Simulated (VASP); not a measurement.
These are PBE GGA, VASP's PBE PAW potentials (set 64) (plane waves; VASP 6.6.1) values and carry that method's errors.

Input for VASP

**POSCAR**
```
AlN
1
    0.0000000000     2.2338000000     2.2338000000
    2.2338000000     0.0000000000     2.2338000000
    2.2338000000     2.2338000000     0.0000000000
Al N
1 1
Direct
  0.0000000000   0.0000000000   0.0000000000
  0.2500000000   0.2500000000   0.2500000000
```

File KPOINTS:
```
Regular mesh
0
G
 9 9 9
0 0 0
```

INCAR:
```
SYSTEM = AlN
PREC = Single; ENCUT = 520; LREAL = .False.
LASPH = .True.
EDIFF = 1E-6; NELM = 100; ALGO = Normal
ISMEAR = 0; SIGMA = 0.05
GGA = PE
ISIF = 2
LWAVE = .False.; LCHARG = .False.
```

POTCAR, in this order: Al N (PBE.64 set). Program: vasp_std.

Problem. What does the run give for the energy per atom (σ→0), pressure?

Solution. 
```yaml
energy per atom (σ→0): -7411 meV/atom
pressure: -7.97 GPa
```

File OSZICAR:
```
...
DAV:   6    -0.148355920372E+02    0.22478E+01   -0.13827E+01   600   0.234E+01    0.287E+00
DAV:   7    -0.148292393639E+02    0.63527E-02   -0.93630E-02   568   0.332E+00    0.192E+00
DAV:   8    -0.148231362399E+02    0.61031E-02   -0.21059E-02   616   0.200E+00    0.429E-01
DAV:   9    -0.148227187530E+02    0.41749E-03   -0.10799E-03   784   0.263E-01    0.210E-01
DAV:  10    -0.148228337019E+02   -0.11495E-03   -0.33913E-04   600   0.154E-01    0.379E-02
DAV:  11    -0.148228310395E+02    0.26624E-05   -0.85889E-06   696   0.230E-02    0.173E-02
DAV:  12    -0.148228310448E+02   -0.53713E-08   -0.18017E-06   592   0.125E-02
   1 F= -.14822831E+02 E0= -.14822831E+02  d E =-.727733E-12
```

The compound is AlN in the zinc blende structure, a metastable form; wurtzite is the usual one. The cell was not relaxed at this level. The run is one of a series of settings (PREC = Single against the base run), some of them coarse on purpose.
